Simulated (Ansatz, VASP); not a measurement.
# CO2 in two plane-wave programs, part 2 of 2

Wanted: the spread between two codes on one cell, functional and k mesh. The cell is taken from a series of runs on this material, whose earlier steps may have relaxed, scaled, displaced or heated it; both programs get it as it stands.

VASP 6.6.1 and Ansatz 0.2.0.

So far: Set-up; Ansatz: dielectric response, LDA.

## (3) VASP: dielectric response, LDA

Level of this step: LDA; plane waves and PAW (C, O) (VASP).

The same cell, functional (in two slightly different forms) and mesh now go to VASP, with its own data sets.

Lines of VASP's logs that name or quote its potential files are left out, and so is its time.

Contents of INCAR:

```
SYSTEM = CO2
PREC = Accurate
ENCUT = 520
EDIFF = 1E-08
NELM = 120
ISMEAR = 0
SIGMA = 0.01
LREAL = .FALSE.
ALGO = Normal
GGA = PW92
NBANDS = 22
LORBIT = 11
LWAVE = .FALSE.
LCHARG = .FALSE.
ISIF = 2
LEPSILON = .TRUE.
LASPH = .TRUE.
GGA_COMPAT = .FALSE.
KPAR = 2
```

Contents of POSCAR:

```
CO2
1.0
    4.2272127900      0.0000000000      0.0000000000
    0.0000000000      4.2272127900      0.0000000000
    0.0000000000      0.0000000000      4.6877715900
C O
2 4
Direct
    0.5000000000      0.5000000000      0.5000000000
    0.0000000000      0.0000000000      0.0000000000
    0.3048268600      0.6951731400      0.5000000000
    0.6951731400      0.3048268600      0.5000000000
    0.1951731400      0.1951731400      0.0000000000
    0.8048268600      0.8048268600      0.0000000000
```

Contents of KPOINTS:

```
Automatic mesh
0
Gamma
6 6 6
0 0 0
```

The projector-augmented-wave data sets are C and O (LDA family, release 64).

Run with:

```sh
mpirun -np 2 vasp_std
```

Numbers of over 12 decimals in the logs are rounded to 6 here.

Log:

```text
[banner, memory and clock lines left out]
running    2 mpi-ranks, on    1 nodes
 distrk:  each k-point on    1 cores,    2 groups
 distr:  one band on    1 cores,    1 groups

 POSCAR found type information on POSCAR C O
 POSCAR found :  2 types and       6 ions
|                                                                             |
|               ----> ADVICE to this user running VASP <----                  |
|                                                                             |
|     You enforced a specific xc type in the INCAR file but a different       |
|     [... a line on the potential file left out ...]
|     I HOPE YOU KNOW WHAT YOU ARE DOING!                                     |
|                                                                             |

 LDA part: xc-table for (Slater(with rela. corr.)+PW92), standard interpolation
 POSCAR, INCAR and KPOINTS ok, starting setup
 FFT: planning ... GRIDC
 FFT: planning ... GRID_SOFT
 FFT: planning ... GRID
 WAVECAR not read
 entering main loop
       N       E                     dE             d eps       ncg     rms          rms(c)
DAV:   1     0.178966639551E+03    0.17897E+03   -0.17199E+04  1760   0.134E+03
DAV:   2    -0.417678419460E+02   -0.22073E+03   -0.21289E+03  2526   0.298E+02
DAV:   3    -0.530816983899E+02   -0.11314E+02   -0.11260E+02  2174   0.714E+01
DAV:   4    -0.531868747650E+02   -0.10518E+00   -0.10509E+00  1910   0.811E+00
DAV:   5    -0.531883573970E+02   -0.14826E-02   -0.14826E-02  2078   0.937E-01    0.135E+01
DAV:   6    -0.501543950179E+02    0.30340E+01   -0.91963E+00  2030   0.223E+01    0.606E+00
DAV:   7    -0.498994045763E+02    0.25499E+00   -0.43460E-01  2090   0.530E+00    0.336E+00
DAV:   8    -0.498133279998E+02    0.86077E-01   -0.33815E-01  1994   0.380E+00    0.740E-01
DAV:   9    -0.498062175375E+02    0.71105E-02   -0.28183E-02  1976   0.126E+00    0.310E-01
DAV:  10    -0.498061457095E+02    0.71828E-04   -0.38933E-03  2108   0.457E-01    0.494E-02
DAV:  11    -0.498061988622E+02   -0.53153E-04   -0.54713E-05  1934   0.538E-02    0.171E-02
DAV:  12    -0.498062109669E+02   -0.12105E-04   -0.64045E-06  2054   0.190E-02    0.351E-03
DAV:  13    -0.498062111694E+02   -0.20246E-06   -0.43570E-07  2108   0.499E-03    0.101E-03
DAV:  14    -0.498062111959E+02   -0.26525E-07   -0.36987E-08  1970   0.131E-03    0.156E-04
DAV:  15    -0.498062111968E+02   -0.94951E-09   -0.11933E-09  1204   0.269E-04
   1 F= -.49806211E+02 E0= -.49806211E+02  d E =-.110142E-12
 Linear response reoptimize wavefunctions to high precision
DAV:   1    -0.498062111968E+02    0.42292E-10   -0.21684E-10  1168   0.103E-04
 Linear response G [H, r] |phi>, progress :
  Direction:   1
       N       E                     dE             d eps       ncg     rms
RMM:   1    -0.120510852566E+03   -0.12051E+03    0.47622E+01  4147   0.101E+02
RMM:   2    -0.114507441103E+03    0.60034E+01   -0.71499E+00  2855   0.193E+01
RMM:   3    -0.114568688234E+03   -0.61247E-01   -0.96756E-02  2933   0.202E+00
RMM:   4    -0.114569967012E+03   -0.12788E-02   -0.23970E-03  3013   0.296E-01
RMM:   5    -0.114570004875E+03   -0.37862E-04   -0.61981E-05  3034   0.455E-02
RMM:   6    -0.114570006172E+03   -0.12968E-05   -0.58345E-06  3157   0.809E-03
RMM:   7    -0.114570006181E+03   -0.96058E-08   -0.67661E-06  3056   0.178E-03
RMM:   8    -0.114570006182E+03   -0.64857E-09   -0.22371E-05  2700   0.775E-04
RMM:   9    -0.114570006194E+03   -0.12130E-07   -0.38283E-05  1794   0.618E-04
RMM:  10    -0.114570006170E+03    0.24280E-07   -0.10431E-05  1527   0.601E-04
RMM:  11    -0.114570006147E+03    0.22424E-07   -0.32964E-05  1506   0.601E-04
RMM:  12    -0.114570006143E+03    0.44082E-08   -0.24915E-05  1456   0.606E-04
 Linear response G [H, r] |phi>, progress :
  Direction:   2
       N       E                     dE             d eps       ncg     rms
RMM:   1    -0.122118062565E+03   -0.12212E+03    0.42341E+01  4160   0.102E+02
RMM:   2    -0.113653060157E+03    0.84650E+01   -0.81124E+00  2774   0.202E+01
RMM:   3    -0.113725690279E+03   -0.72630E-01   -0.10849E-01  2891   0.210E+00
RMM:   4    -0.113727209163E+03   -0.15189E-02   -0.28223E-03  3004   0.306E-01
RMM:   5    -0.113727256807E+03   -0.47644E-04   -0.73425E-05  3031   0.474E-02
RMM:   6    -0.113727258485E+03   -0.16785E-05   -0.77746E-06  3134   0.845E-03
RMM:   7    -0.113727258461E+03    0.24141E-07   -0.49165E-06  3054   0.195E-03
RMM:   8    -0.113727258443E+03    0.18045E-07   -0.15247E-05  2742   0.868E-04
RMM:   9    -0.113727258466E+03   -0.23224E-07   -0.62746E-06  1834   0.696E-04
RMM:  10    -0.113727258498E+03   -0.32051E-07   -0.64127E-06  1581   0.679E-04
RMM:  11    -0.113727258435E+03    0.63225E-07   -0.11665E-05  1542   0.679E-04
RMM:  12    -0.113727258367E+03    0.67728E-07   -0.10498E-05  1454   0.687E-04
 Linear response G [H, r] |phi>, progress :
  Direction:   3
       N       E                     dE             d eps       ncg     rms
RMM:   1    -0.111229416678E+03   -0.11123E+03    0.17124E+02  3464   0.982E+01
RMM:   2    -0.114243778604E+03   -0.30144E+01   -0.55807E+00  2780   0.150E+01
RMM:   3    -0.114318466940E+03   -0.74688E-01   -0.12021E-01  2879   0.188E+00
RMM:   4    -0.114320424297E+03   -0.19574E-02   -0.38214E-03  2944   0.327E-01
RMM:   5    -0.114320490426E+03   -0.66129E-04   -0.11840E-04  2996   0.519E-02
[...]
RMM:   2    -0.444477415094E+00   -0.18570E-01   -0.16794E-02  2794   0.694E-01
RMM:   3    -0.444663259574E+00   -0.18584E-03   -0.37533E-04  2931   0.773E-02
RMM:   4    -0.444669816653E+00   -0.65571E-05   -0.10873E-05  2969   0.125E-02
RMM:   5    -0.444670016749E+00   -0.20010E-06   -0.45271E-07  2817   0.199E-03
RMM:   6    -0.444670026139E+00   -0.93904E-08   -0.16982E-08  2301   0.394E-04
 change of polarisation eV/A/(eV/A) component  1 :     0.889    -0.018    -0.008
 dielectric tensor                  component  1 :     2.921    -0.040    -0.017
 Linear response to external field (no local field effect), progress :
  Direction:   2
       N       E                     dE             d eps       ncg     rms          rms(c)
RMM:   1    -0.407648453512E+00   -0.40765E+00   -0.14818E+00  3271   0.368E+00
RMM:   2    -0.424121538865E+00   -0.16473E-01   -0.15819E-02  2775   0.693E-01
RMM:   3    -0.424311033579E+00   -0.18949E-03   -0.34507E-04  2910   0.795E-02
RMM:   4    -0.424317215557E+00   -0.61820E-05   -0.10649E-05  2937   0.128E-02
RMM:   5    -0.424317410473E+00   -0.19492E-06   -0.41522E-07  2773   0.210E-03
RMM:   6    -0.424317419508E+00   -0.90343E-08   -0.17016E-08  2340   0.413E-04
 change of polarisation eV/A/(eV/A) component  2 :    -0.018     0.849    -0.012
 dielectric tensor                  component  2 :    -0.040     2.833    -0.026
 Linear response to external field (no local field effect), progress :
  Direction:   3
       N       E                     dE             d eps       ncg     rms          rms(c)
RMM:   1    -0.209961704705E+00   -0.20996E+00   -0.38474E-01  3319   0.245E+00
RMM:   2    -0.212932385360E+00   -0.29707E-02   -0.55306E-03  2762   0.449E-01
RMM:   3    -0.212996291031E+00   -0.63906E-04   -0.79273E-05  2878   0.482E-02
RMM:   4    -0.212997667237E+00   -0.13762E-05   -0.19874E-06  2914   0.710E-03
RMM:   5    -0.212997705212E+00   -0.37975E-07   -0.57997E-08  2755   0.105E-03
RMM:   6    -0.212997706372E+00   -0.11595E-08   -0.23547E-09  2053   0.185E-04
 change of polarisation eV/A/(eV/A) component  3 :    -0.008    -0.012     0.426
 dielectric tensor                  component  3 :    -0.017    -0.026     1.920
 Linear response to external field, progress :
  Direction:   1
       N       E                     dE             d eps       ncg     rms          rms(c)
RMM:   1    -0.416778031157E+00   -0.41678E+00   -0.15313E+00  5237   0.368E+00
RMM:   2    -0.434299445568E+00   -0.17521E-01   -0.16306E-02  4454   0.693E-01    0.240E+00
RMM:   3    -0.316287707875E+00    0.11801E+00   -0.55161E-01  4465   0.436E+00    0.144E+00
RMM:   4    -0.292610114547E+00    0.23678E-01   -0.81665E-02  4272   0.166E+00    0.376E-01
RMM:   5    -0.299414276694E+00   -0.68042E-02   -0.20498E-02  4480   0.841E-01    0.113E-01
RMM:   6    -0.299011617397E+00    0.40266E-03   -0.10546E-03  4491   0.197E-01    0.505E-02
RMM:   7    -0.300091985148E+00   -0.10804E-02   -0.12785E-04  4641   0.683E-02    0.724E-03
RMM:   8    -0.300242188751E+00   -0.15020E-03   -0.17246E-05  4786   0.130E-02    0.316E-03
RMM:   9    -0.300253107221E+00   -0.10918E-04   -0.12708E-06  4832   0.370E-03    0.555E-04
RMM:  10    -0.300251543157E+00    0.15641E-05   -0.25670E-07  4882   0.636E-04    0.402E-04
RMM:  11    -0.300246145852E+00    0.53973E-05    0.15654E-07  4837   0.596E-04    0.584E-05
RMM:  12    -0.300245917462E+00    0.22839E-06    0.70980E-08  3745   0.105E-04    0.186E-05
RMM:  13    -0.300246009014E+00   -0.91551E-07   -0.60158E-11  1773   0.336E-05    0.961E-06
 change of polarisation eV/A/(eV/A) component  1 :     0.558    -0.009    -0.001
 dielectric tensor                  component  1 :     2.205    -0.020    -0.002
 Linear response to external field, progress :
  Direction:   2
       N       E                     dE             d eps       ncg     rms          rms(c)
RMM:   1    -0.416778030818E+00   -0.41678E+00   -0.15313E+00  5237   0.368E+00
RMM:   2    -0.434299445194E+00   -0.17521E-01   -0.16306E-02  4454   0.693E-01    0.240E+00
RMM:   3    -0.316286850787E+00    0.11801E+00   -0.55160E-01  4465   0.436E+00    0.144E+00
RMM:   4    -0.292610401685E+00    0.23676E-01   -0.81668E-02  4272   0.166E+00    0.376E-01
RMM:   5    -0.299414285122E+00   -0.68039E-02   -0.20499E-02  4480   0.841E-01    0.113E-01
RMM:   6    -0.299011636429E+00    0.40265E-03   -0.10548E-03  4491   0.197E-01    0.505E-02
RMM:   7    -0.300091952710E+00   -0.10803E-02   -0.12755E-04  4643   0.683E-02    0.724E-03
RMM:   8    -0.300242208892E+00   -0.15026E-03   -0.17506E-05  4787   0.130E-02    0.316E-03
RMM:   9    -0.300253096667E+00   -0.10888E-04   -0.11670E-06  4837   0.370E-03    0.555E-04
RMM:  10    -0.300251547388E+00    0.15493E-05   -0.31575E-07  4889   0.636E-04    0.402E-04
RMM:  11    -0.300246144648E+00    0.54027E-05    0.22565E-07  4828   0.595E-04    0.579E-05
RMM:  12    -0.300245916192E+00    0.22846E-06    0.12020E-07  3706   0.104E-04    0.192E-05
RMM:  13    -0.300246009485E+00   -0.93293E-07   -0.16358E-10  1788   0.343E-05    0.977E-06
 change of polarisation eV/A/(eV/A) component  2 :    -0.009     0.558    -0.008
 dielectric tensor                  component  2 :    -0.020     2.205    -0.018
 Linear response to external field, progress :
  Direction:   3
       N       E                     dE             d eps       ncg     rms          rms(c)
RMM:   1    -0.209961704705E+00   -0.20996E+00   -0.38474E-01  3319   0.245E+00
RMM:   2    -0.212932447584E+00   -0.29707E-02   -0.55310E-03  2764   0.449E-01    0.763E-01
RMM:   3    -0.192933121594E+00    0.19999E-01   -0.14982E-02  2459   0.742E-01    0.390E-01
RMM:   4    -0.195892331291E+00   -0.29592E-02   -0.17519E-02  2739   0.757E-01    0.101E-01
RMM:   5    -0.198892933594E+00   -0.30006E-02   -0.28890E-04  2707   0.111E-01    0.843E-03
RMM:   6    -0.198937396205E+00   -0.44463E-04   -0.75325E-06  2933   0.170E-02    0.415E-03
RMM:   7    -0.199035385753E+00   -0.97990E-04   -0.63568E-07  2901   0.450E-03    0.103E-03
RMM:   8    -0.199048415596E+00   -0.13030E-04   -0.11328E-07  2906   0.152E-03    0.338E-04
RMM:   9    -0.199044641832E+00    0.37738E-05   -0.90766E-09  2805   0.649E-04    0.539E-05
RMM:  10    -0.199044492318E+00    0.14951E-06   -0.94070E-10  2133   0.907E-05    0.156E-05
RMM:  11    -0.199044580906E+00   -0.88588E-07   -0.28682E-10  1262   0.434E-05    0.168E-06
 change of polarisation eV/A/(eV/A) component  3 :    -0.008    -0.012     0.367
 dielectric tensor                  component  3 :    -0.017    -0.026     1.793
 Born effective charges drift removed
```

Parts of OUTCAR (step 3):

```text
ion  position               nearest neighbor table
   1  0.500  0.500  0.500-   3 1.17   4 1.17
   2  0.000  0.000  0.000-   5 1.17   6 1.17
   3  0.305  0.695  0.500-   1 1.17
   4  0.695  0.305  0.500-   1 1.17
   5  0.195  0.195  0.000-   2 1.17
   6  0.805  0.805  0.000-   2 1.17

  LATTYP: Found a simple tetragonal cell.
 ALAT       =     4.2272127900
 C/A-ratio  =     1.1089509383

 Subroutine GETGRP returns: Found 16 space group operations
 (whereof  8 operations were pure point group operations)

The static configuration has the point symmetry D_2h.
 The point group associated with its full space group is D_4h.

 Found     40 irreducible k-points:

   k-points           NKPTS =     40   k-points in BZ     NKDIM =     40   number of bands    NBANDS=     22

   dimension x,y,z NGX =    32 NGY =   32 NGZ =   36
   dimension x,y,z NGXF=    64 NGYF=   64 NGZF=   72

   ENCUT  =  520.0 eV  38.22 Ry    6.18 a.u.   7.86  7.86  8.72*2*pi/ulx,y,z

   NELECT =      32.0000    total number of electrons

 k-points in reciprocal lattice and weights: Automatic mesh
   0.00000000  0.00000000  0.00000000       0.005
   0.16666667  0.00000000  0.00000000       0.019
   0.33333333  0.00000000  0.00000000       0.019
   0.50000000  0.00000000  0.00000000       0.009
   0.16666667  0.16666667  0.00000000       0.019
   0.33333333  0.16666667  0.00000000       0.037
   0.50000000  0.16666667  0.00000000       0.019
   0.33333333  0.33333333  0.00000000       0.019
   0.50000000  0.33333333  0.00000000       0.019
[...]
0.50000000  0.33333333  0.50000000       0.019
   0.50000000  0.50000000  0.50000000       0.005

 average (electrostatic) potential at core
       1 -62.6653       2 -62.6653       3 -78.3398       4 -78.3398       5 -78.3398
       6 -78.3398

  Total       -0.3657089     -0.3657089     -0.9217647     -0.0000000      0.0000000      0.0000000
  in kB       -6.9947385     -6.9947385    -17.6301490     -0.0000000      0.0000000      0.0000000
  external PRESSURE =     -10.5398754 kB  Pullay stress =       0.0000000 kB

  energy-cutoff  :      520.00
  volume of cell :       83.77
      direct lattice vectors                 reciprocal lattice vectors
     4.227212790  0.000000000  0.000000000     0.236562494  0.000000000  0.000000000
     0.000000000  4.227212790  0.000000000     0.000000000  0.236562494  0.000000000
     0.000000000  0.000000000  4.687771590     0.000000000  0.000000000  0.213320974

 POSITION                                       TOTAL-FORCE (eV/Angst)
 -----------------------------------------------------------------------------------
      2.11361      2.11361      2.34389        -0.000000      0.000000      0.000000
      0.00000      0.00000      0.00000        -0.000000      0.000000      0.000000
      1.28857      2.93864      2.34389        -0.101727      0.101727      0.000000
      2.93864      1.28857      2.34389         0.101727     -0.101727      0.000000
      0.82504      0.82504      0.00000         0.101727      0.101727      0.000000
      3.40217      3.40217      0.00000        -0.101727     -0.101727     -0.000000
 -----------------------------------------------------------------------------------
    total drift:                                0.000000      0.000000      0.000000

 MACROSCOPIC STATIC DIELECTRIC TENSOR (including local field effects in DFT)
 ------------------------------------------------------
           2.204814     0.000000     0.000000
           0.000000     2.204814     0.000000
           0.000000     0.000000     1.793168
 ------------------------------------------------------

 PIEZOELECTRIC TENSOR (including local field effects)  for field in x, y, z        (C/m^2)
          XX          YY          ZZ          XY          YZ          ZX
  --------------------------------------------------------------------------------
  x     0.00000     0.00000     0.00000     0.00000     0.00000     0.00000
  y     0.00000     0.00000     0.00000     0.00000     0.00000     0.00000
  z     0.00000     0.00000     0.00000     0.00000     0.00000     0.00000

 BORN EFFECTIVE CHARGES (including local field effects) (in |e|, cummulative output)
 ---------------------------------------------------------------------------------
 ion    1
    1     1.90470    -1.08800     0.00000
    2    -1.08800     1.90470     0.00000
    3     0.00000     0.00000     0.70404
 ion    2
    1     1.90470     1.08800     0.00000
    2     1.08800     1.90470     0.00000
    3     0.00000     0.00000     0.70404
 ion    3
    1    -0.95235     0.62063     0.00000
    2     0.62063    -0.95235     0.00000
    3     0.00000     0.00000    -0.35202
 ion    4
    1    -0.95235     0.62063     0.00000
    2     0.62063    -0.95235     0.00000
    3     0.00000     0.00000    -0.35202
 ion    5
    1    -0.95235    -0.62063     0.00000
    2    -0.62063    -0.95235     0.00000
    3     0.00000     0.00000    -0.35202
 ion    6
    1    -0.95235    -0.62063     0.00000
    2    -0.62063    -0.95235     0.00000
    3     0.00000     0.00000    -0.35202
```

## (4) Side by side

Known differences besides the potentials themselves: fixed occupations in Ansatz, narrow Gaussian smearing in VASP; the cutoff is 420 eV in Ansatz and 520 eV in VASP; VASP's log shows a relativistic correction to its local exchange, Ansatz's none. Total energies have different zeros and are not compared.

Compared:

| quantity | Ansatz | VASP | difference |
| --- | --- | --- | --- |
| ε∞ xx | 2.20 | 2.20 | -0.07 % |
| ε∞ yy | 2.20 | 2.20 | -0.07 % |
| ε∞ zz | 1.79 | 1.79 | +0.04 % |

## (5) Results

```yaml
difference_in_eps_infinity_xx_dielectric_response_lda: -0.074 %
```

The difference in ε∞ xx is -0.074 % (dielectric response, LDA), within the 5 % picked in this series as the mark of a large difference. Such differences can come from data sets, numerical settings and the points named under the comparisons, not from the functional's error against experiment.

[Lines on the potential files, build, host, timing and source positions are cut from VASP's logs without a mark.]

[Logs are printed without paths, hosts, clocks, repeated set-up lines and the standing remarks that a program may print on its own settings, such as how far it seeks lower states.]

[Hosts, paths, dates, database ids (printed as entryN), source tags and the programs' standing remarks are cut or masked in the printed files.]
